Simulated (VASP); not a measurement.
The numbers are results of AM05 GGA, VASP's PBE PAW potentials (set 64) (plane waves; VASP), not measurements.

The input files of a VASP run:

POSCAR:
```
Si
1
   -0.0000000000     2.7184672450     2.7184672450
    2.7184672450     0.0000000000     2.7184672450
    2.7184672450     2.7184672450     0.0000000000
Si
2
Direct
  0.0000000000   0.0000000000   0.0000000000
  0.2500000000   0.2500000000   0.2500000000
```

**KPOINTS**
```
K-points
0
Gamma
  9 9 9
```

INCAR:
```
# general
SYSTEM = Si
PREC   = Accurate
ENCUT  = 520   # plane-wave cut-off (eV)
LREAL  = .False.
LASPH  = .True.   # aspherical one-centre terms

# electronic loop
EDIFF  = 1E-7
NELM   = 100
ALGO   = Normal   # blocked Davidson

# smearing
ISMEAR = -5   # tetrahedra, Bloechl

# functional
GGA    = AM

# ions
ISIF   = 2   # forces and stress, cell fixed

# output
LWAVE  = .False.
LCHARG = .True.
LORBIT = 11
NEDOS  = 601
```

POTCAR, in this order: Si (PBE.64 set). Program: vasp_std.

**Question.** What does the run give for the energy per atom (σ→0)?

**Answer.** 
* **energy per atom (σ→0)**: -5.599 eV/atom

OSZICAR:
```
...
DAV:   6    -0.112609551965E+02    0.14778E+00   -0.85309E-02   680   0.157E+00    0.311E+00
DAV:   7    -0.111964962639E+02    0.64459E-01   -0.14422E-01   696   0.218E+00    0.165E-01
DAV:   8    -0.111979465044E+02   -0.14502E-02   -0.39907E-03   688   0.503E-01    0.834E-02
DAV:   9    -0.111983510778E+02   -0.40457E-03   -0.57324E-04   728   0.169E-01    0.422E-02
DAV:  10    -0.111983688401E+02   -0.17762E-04   -0.20671E-05   728   0.377E-02    0.764E-03
DAV:  11    -0.111983731618E+02   -0.43217E-05   -0.68765E-06   696   0.201E-02    0.544E-03
DAV:  12    -0.111983732128E+02   -0.51012E-07   -0.45692E-07   760   0.599E-03
   1 F= -.11198373E+02 E0= -.11198373E+02  d E =0.000000E+00
```

The compound is Si in the diamond structure. It was relaxed first.
